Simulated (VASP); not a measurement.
An input for Quantum ESPRESSO's pw.x (written as the equivalent of a VASP run, and not itself run):

```
&CONTROL
  calculation = 'scf'
  pseudo_dir = './pseudo'
  outdir = './out'
  tprnfor = .true.
  tstress = .true.
/
&SYSTEM
  ibrav = 0
  nat = 4
  ntyp = 2
  ecutwfc = 78
  occupations = 'smearing'
  smearing = 'methfessel-paxton'
  degauss = 0.00735
  input_dft = 'pw91'
/
&ELECTRONS
  conv_thr = 7.3e-09
  electron_maxstep = 100
/
ATOMIC_SPECIES
  Sc 44.956 Sc.upf
  Al 26.982 Al.upf
CELL_PARAMETERS angstrom
     4.1501863    0.0000000    0.0000000
     0.0000000    4.1501863    0.0000000
     0.0000000    0.0000000    4.1501863
ATOMIC_POSITIONS crystal
  Sc   0.0000000  0.0000000  0.0000000
  Al   0.0000000  0.5000000  0.5000000
  Al   0.5000000  0.0000000  0.5000000
  Al   0.5000000  0.5000000  0.0000000
K_POINTS automatic
  8 8 8 0 0 0
```

Q: Translate this input to VASP (INCAR, KPOINTS, POSCAR, choice of POTCAR).

A: Several could match; the one computed here: 
INCAR:
```
ALGO  =  Normal
EDIFF  =  1E-7
ENCUT  =  520
GGA  =  91
ISIF  =  2
ISMEAR  =  1
LASPH  =  .TRUE.
LCHARG  =  .FALSE.
LMAXMIX  =  4
LREAL  =  .FALSE.
LWAVE  =  .FALSE.
NELM  =  100
PREC  =  Accurate
SIGMA  =  0.1
SYSTEM  =  Al3Sc
```

KPOINTS:
```
Regular mesh
0
Gamma
8 8 8
0 0 0
```

### POSCAR
```
Al3Sc
4.1501860
  1.0000000617   0.0000000000   0.0000000000
  0.0000000000   1.0000000617   0.0000000000
  0.0000000000   0.0000000000   1.0000000617
Sc Al
1 3
Cartesian
  0.0000000000   0.0000000000   0.0000000000
  0.0000000000   0.5000000308   0.5000000308
  0.5000000308   0.0000000000   0.5000000308
  0.5000000308   0.5000000308   0.0000000000
```

POTCAR, in this order: Sc_sv Al (PBE.64 set). Program: vasp_std.

The two are equivalent in intent, not identical: the potentials are each code's own (VASP's PAW set, PseudoDojo norm-conserving files in pw.x), so ENCUT and ecutwfc are chosen apart and not converted; conv_thr bounds pw.x's estimated SCF error, while EDIFF bounds the energy change between steps.

The compound is Al3Sc in the L1_2 structure. This cell is one point of a volume scan, at 1.03 of the reference volume.
